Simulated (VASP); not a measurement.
Here is the system:

```
CELL_PARAMETERS angstrom
     -2.13000     2.13000     2.13000
      2.13000    -2.13000     2.13000
      2.13000     2.13000    -2.13000
ATOMIC_POSITIONS crystal
  Na 0.00000 0.00000 0.00000
```

Level of theory: PW91 GGA, VASP's PBE PAW potentials (set 64) (plane waves; VASP). Settings: 520 eV cut-off, 11×11×11 Γ-centred mesh, first-order Methfessel-Paxton smearing of 0.10 eV, potentials Na_pv.

Energy and stress use the plane-wave basis of the starting cell.

### Question
The ions, cell shape and volume are relaxed. Give the cell that the relaxation ends in.

### Answer

```
CELL_PARAMETERS angstrom
     -2.09685     2.09685     2.09685
      2.09685    -2.09685     2.09685
      2.09685     2.09685    -2.09685
ATOMIC_POSITIONS crystal
  Na 0.00000 0.00000 0.00000
```
Space group Im-3m (229), at a tolerance of 0.03 Å.

### Question
How do energy and volume change from the first to the last step?

### Answer
The energy (σ→0) changes by -1.5 meV/atom and the volume by -4.6 %, in 8 ionic steps.

The compound is Na in the bcc structure. This run relaxes it. Symmetry was kept, so distortions that lower it aren't found.
